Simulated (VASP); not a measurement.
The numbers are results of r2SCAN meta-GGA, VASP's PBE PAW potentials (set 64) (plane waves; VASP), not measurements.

A VASP calculation is set up with these files.

File POSCAR:
```
SiO2
1.0
  4.1938818509   0.0000000000   0.0000000000
  0.0000000000   4.1938818509   0.0000000000
  0.0000000000   0.0000000000   2.6825246477
Si O
2 4
Cart
  0.0000000000   0.0000000000   0.0000000000
  2.0969409255   2.0969409255   1.3412623239
  1.2821235208   1.2821235208   0.0000000000
  3.3790644462   0.8148174047   1.3412623239
  0.8148174047   3.3790644462   1.3412623239
  2.9117583301   2.9117583301   0.0000000000
```

**INCAR**
```
ALGO = Normal
EDIFF = 1E-6
EDIFFG = -0.02
ENCUT = 520
IBRION = 2
ISIF = 3
ISMEAR = 0
LASPH = .True.
LCHARG = .False.
LMIXTAU = .True.
LREAL = .False.
LWAVE = .False.
METAGGA = R2SCAN
NELM = 100
NSW = 60
PREC = Accurate
SIGMA = 0.05
SYSTEM = SiO2
```

KPOINTS:
```
Automatic mesh
0
Gamma
5 5 7
0 0 0
```

POTCAR, in this order: Si O (PBE.64 set). Program: vasp_std.

Output of the run:

**OUTCAR**
```
 ion  position               nearest neighbor table
   1  0.000  0.000  0.000-   4 1.77   5 1.77   4 1.77   5 1.77   3 1.81   6 1.81
   2  0.500  0.500  0.500-   3 1.77   6 1.77   3 1.77   6 1.77   5 1.81   4 1.81
   3  0.306  0.306  0.000-   2 1.77   2 1.77   1 1.81
   4  0.806  0.194  0.500-   1 1.77   1 1.77   2 1.81
   5  0.194  0.806  0.500-   1 1.77   1 1.77   2 1.81
   6  0.694  0.694  0.000-   2 1.77   2 1.77   1 1.81
  LATTYP: Found a simple tetragonal cell.
 ALAT       =     4.1938818509
 C/A-ratio  =     0.6396280923
 Subroutine PRICEL returns:
 Original cell was already a primitive cell.
 Subroutine GETGRP returns: Found 16 space group operations
The static configuration has the point symmetry D_2h.
 The point group associated with its full space group is D_4h.
The dynamic configuration has the point symmetry D_2h.
 Subroutine INISYM returns: Found 16 space group operations
 Subroutine IBZKPT returns following result:
 Found     24 irreducible k-points:

 Following reciprocal coordinates:
            Coordinates               Weight
  0.000000  0.000000  0.000000      1.000000
  0.200000  0.000000  0.000000      4.000000
  0.400000  0.000000  0.000000      4.000000
...
```

### OSZICAR
```
       N       E                     dE             d eps       ncg     rms          rms(c)
DAV:   1     0.145680242215E+03    0.14568E+03   -0.18796E+04   984   0.158E+03
DAV:   2    -0.657419281252E+02   -0.21142E+03   -0.20472E+03  1332   0.329E+02
DAV:   3    -0.728261410241E+02   -0.70842E+01   -0.70654E+01  1148   0.645E+01
DAV:   4    -0.728780842833E+02   -0.51943E-01   -0.51878E-01  1132   0.634E+00
DAV:   5    -0.728786194043E+02   -0.53512E-03   -0.53503E-03  1096   0.632E-01    0.177E+01
DAV:   6    -0.600038184730E+02    0.12875E+02   -0.10620E+01  1080   0.217E+01    0.964E+00
DAV:   7    -0.584074573373E+02    0.15964E+01   -0.19446E+00  1044   0.138E+01    0.333E+00
DAV:   8    -0.614790449416E+02   -0.30716E+01   -0.12380E+00  1024   0.950E+00    0.194E+00
DAV:   9    -0.584095979089E+02    0.30694E+01   -0.94349E-01  1012   0.727E+00    0.662E-01
DAV:  10    -0.586325948993E+02   -0.22300E+00   -0.67606E-02  1104   0.279E+00    0.465E-01
DAV:  11    -0.587360466771E+02   -0.10345E+00   -0.26425E-02  1076   0.135E+00    0.172E-01
DAV:  12    -0.587815847006E+02   -0.45538E-01   -0.21992E-02  1012   0.189E+00    0.114E-01
DAV:  13    -0.587821118647E+02   -0.52716E-03   -0.13349E-03  1040   0.432E-01    0.657E-02
DAV:  14    -0.587825733434E+02   -0.46148E-03   -0.76927E-04  1128   0.206E-01    0.266E-02
DAV:  15    -0.587825923820E+02   -0.19039E-04   -0.77964E-05  1068   0.947E-02    0.102E-02
DAV:  16    -0.587826158897E+02   -0.23508E-04   -0.12864E-05  1040   0.457E-02    0.768E-03
DAV:  17    -0.587826156700E+02    0.21978E-06   -0.25913E-06   884   0.119E-02
   1 F= -.58782616E+02 E0= -.58782616E+02  d E =-.587826E+02
       N       E                     dE             d eps       ncg     rms          rms(c)
DAV:   1    -0.588410304965E+02   -0.58415E-01   -0.22258E+00  1080   0.139E+01    0.216E+00
DAV:   2    -0.587797496546E+02    0.61281E-01   -0.21992E-01  1088   0.378E+00    0.516E-01
DAV:   3    -0.587759606582E+02    0.37890E-02   -0.16766E-02  1052   0.104E+00    0.207E-01
DAV:   4    -0.587761167627E+02   -0.15610E-03   -0.13400E-03  1004   0.449E-01    0.100E-01
DAV:   5    -0.587759591739E+02    0.15759E-03   -0.76728E-04   992   0.368E-01    0.300E-02
DAV:   6    -0.587762245046E+02   -0.26533E-03   -0.43639E-04   996   0.290E-01    0.208E-02
DAV:   7    -0.587763721035E+02   -0.14760E-03   -0.55714E-05  1076   0.881E-02    0.884E-03
DAV:   8    -0.587764010585E+02   -0.28955E-04   -0.13189E-05  1024   0.442E-02    0.152E-03
DAV:   9    -0.587764014263E+02   -0.36781E-06   -0.15270E-06   652   0.155E-02
   2 F= -.58776401E+02 E0= -.58776401E+02  d E =0.621424E-02
       N       E                     dE             d eps       ncg     rms          rms(c)
DAV:   1    -0.588103949082E+02   -0.33994E-01   -0.82413E-01  1084   0.836E+00    0.130E+00
DAV:   2    -0.587880468777E+02    0.22348E-01   -0.83120E-02  1080   0.232E+00    0.308E-01
DAV:   3    -0.587866711358E+02    0.13757E-02   -0.59740E-03  1064   0.623E-01    0.136E-01
DAV:   4    -0.587867982010E+02   -0.12707E-03   -0.46302E-04  1016   0.266E-01    0.690E-02
DAV:   5    -0.587866316595E+02    0.16654E-03   -0.29276E-04   988   0.226E-01    0.193E-02
DAV:   6    -0.587868092880E+02   -0.17763E-03   -0.17367E-04   988   0.183E-01    0.126E-02
DAV:   7    -0.587868490251E+02   -0.39737E-04   -0.16565E-05  1072   0.468E-02    0.567E-03
DAV:   8    -0.587868585873E+02   -0.95622E-05   -0.44052E-06  1012   0.260E-02    0.103E-03
DAV:   9    -0.587868587006E+02   -0.11333E-06   -0.48967E-07   604   0.871E-03
   3 F= -.58786859E+02 E0= -.58786859E+02  d E =-.424303E-02
```

File OUTCAR:
```
------------------------ aborting loop because EDIFF is reached ----------------------------------------
  FORCE on cell =-STRESS in cart. coord.  units (eV):
  Direction    XX          YY          ZZ          XY          YZ          ZX
  --------------------------------------------------------------------------------------
  Total        0.0040975      0.0040975     -0.0484139     -0.0000000      0.0000000      0.0000000
  in kB        0.1403204      0.1403204     -1.6579344     -0.0000000      0.0000000      0.0000000
  external PRESSURE =      -0.4590979 kB  Pullay stress =       0.0000000 kB
  volume of cell :       46.79
      direct lattice vectors                 reciprocal lattice vectors
     4.183323580 -0.000000000  0.000000000     0.239044382  0.000000000  0.000000000
     0.000000000  4.183323580  0.000000000     0.000000000  0.239044382  0.000000000
     0.000000000  0.000000000  2.673440315     0.000000000  0.000000000  0.374049869
 POSITION                                       TOTAL-FORCE (eV/Angst)
 -----------------------------------------------------------------------------------
      0.00000      0.00000      0.00000         0.000000      0.000000     -0.000000
      2.09166      2.09166      1.33672         0.000000      0.000000     -0.000000
      1.28017      1.28017      0.00000        -0.009632     -0.009632     -0.000000
      3.37183      0.81149      1.33672        -0.009632      0.009632      0.000000
      0.81149      3.37183      1.33672         0.009632     -0.009632     -0.000000
      2.90316      2.90316      0.00000         0.009632      0.009632      0.000000
 -----------------------------------------------------------------------------------
    total drift:                                0.000000     -0.000000      0.000000
  FREE ENERGIE OF THE ION-ELECTRON SYSTEM (eV)
  ---------------------------------------------------
  free  energy   TOTEN  =       -58.7868587006 eV

  energy  without entropy=      -58.7868587006  energy(sigma->0) =      -58.78685870

 reached required accuracy - stopping structural energy minimisation
```
(Selected blocks of OUTCAR.)

**CONTCAR**
```
SiO2
   1.00000000000000
     4.1833235799347062   -0.0000000000000000    0.0000000000000000
     0.0000000000000000    4.1833235799347062    0.0000000000000000
     0.0000000000000000    0.0000000000000000    2.6734403145112253
  Si              O
     2     4
Direct
     0.0000000000000000    0.0000000000000000    0.0000000000000000
     0.5000000000000000    0.5000000000000000    0.5000000000000000
     0.3060169500178425    0.3060169500178425    0.0000000000000000
     0.8060169500178425    0.1939830499821575    0.5000000000000000
     0.1939830499821575    0.8060169500178425    0.5000000000000000
     0.6939830499821575    0.6939830499821575    0.0000000000000000
```

The compound is SiO2 in the rutile structure, stishovite, a high-pressure form. This run relaxes it. Symmetry was kept, so distortions that lower it aren't found. The start is the result of an earlier pass.
